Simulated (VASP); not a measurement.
Crystal: Zn4Te3O.

```
Zn Te O
1.0
     6.11813    0.00000    0.00000
    -3.05907    5.29846    0.00000
     0.00000    0.00000    5.40701
Zn Te O
4 3 1
Cartesian
  0.0000 3.5323 4.2741
  3.0591 1.7662 4.2741
  3.0591 1.7662 1.1330
  0.0000 3.5323 1.1330
  3.0591 0.0000 0.0000
  -1.5295 2.6492 0.0000
  1.5295 2.6492 0.0000
  0.0000 0.0000 0.0000
```

The cell was built by a generator and needn't be a form met in nature.

| Property | Result |
| --- | --- |
| Program | VASP 6.6.1 |
| Task | relaxation of cell and atoms |
| Functional | PBE |
| Potentials or basis | VASP PAW PBE potentials, release 64 (Zn, Te, O) |
| Cutoff | 520 eV |
| k mesh | 3 × 3 × 3 |
| Occupations | gaussian, width 0.15 eV |
| Spin | no spin polarisation |

At the start: pressure 74.9 GPa; volume 21.91 Å³/atom.

**Question.** How do energy, volume and symmetry change on relaxing?

**Answer.** Over 13 steps the energy falls by 3248.3 meV/atom and the volume is 31.31 Å³/atom (+42.9 %); space group P6/mmm (No. 191, to 0.05 Å).

Step by step:
```
step  energy change (eV)  largest force (eV/Å)  pressure (GPa)  volume (Å³)
   1              0.0000               16.9913           74.89       175.28
   2             -3.8655                5.9657           -6.88       582.81
   3            145.1451                0.1387            0.46       304.29
   4            -22.7916                0.2221           -3.12       311.99
   5            -25.0226                0.4651           -3.90       307.37
   6            -25.6948                0.4375           -1.25       272.09
   7            -25.7441                0.4068           -0.20       263.39
   8            -25.7478                0.3924            0.34       260.50
   9            -25.7473                0.4013            0.04       261.39
  10            -25.8719                0.2577           -0.06       257.86
  11            -25.9709                0.2278           -0.03       246.93
  12            -25.9873                0.0965            0.35       249.94
  13            -25.9868                0.0727            0.10       250.45
```

Final structure:
```cif
data_structure
_symmetry_space_group_name_H-M 'P 1'
_symmetry_Int_Tables_number 1
_cell_length_a 6.7907
_cell_length_b 6.7907
_cell_length_c 6.2712
_cell_angle_alpha 90.000
_cell_angle_beta 90.000
_cell_angle_gamma 120.000
_cell_volume 250.45
loop_
_atom_site_label
_atom_site_type_symbol
_atom_site_fract_x
_atom_site_fract_y
_atom_site_fract_z
_atom_site_occupancy
Zn1 Zn 0.33333 0.66667 0.68720 1
Zn2 Zn 0.66667 0.33333 0.68720 1
Zn3 Zn 0.66667 0.33333 0.31280 1
Zn4 Zn 0.33333 0.66667 0.31280 1
Te1 Te 0.50000 0.00000 0.00000 1
Te2 Te 0.00000 0.50000 0.00000 1
Te3 Te 0.50000 0.50000 0.00000 1
O1 O 0.00000 0.00000 0.00000 1
```

Caveat: the k mesh is coarse (spacing up to 0.40 Å⁻¹), so the values aren't converged; the volume moved by over 15 % at a fixed basis, so the end points are rough.
